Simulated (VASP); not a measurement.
```
Be
1.0
    1.13342    -1.96314     0.00000
    1.13342     1.96314     0.00000
    0.00000     0.00000     3.55771
Be
2
Direct
  0.33333   0.66667   0.25000
  0.66667   0.33333   0.75000
```

Method: PBE GGA, VASP's PBE PAW potentials (set 64) (plane waves; VASP). Numerical set-up: PREC = Normal, EDIFF = 1E-5, 400 eV cut-off, 20×20×12 Γ-centred mesh, first-order Methfessel-Paxton smearing of 0.10 eV, potentials Be.

Question: Predict the energy per atom (σ→0), band gap (on the k-mesh) with the smallest direct gap where there is one.

Answer: 
```yaml
band gap (on the k-mesh): none (metal, semimetal or under 0.01 eV)
energy per atom (σ→0): -3.766 eV/atom
```

Only differences to runs with the same potentials and settings are physical.

The compound is Be in the hcp structure. It was relaxed first.
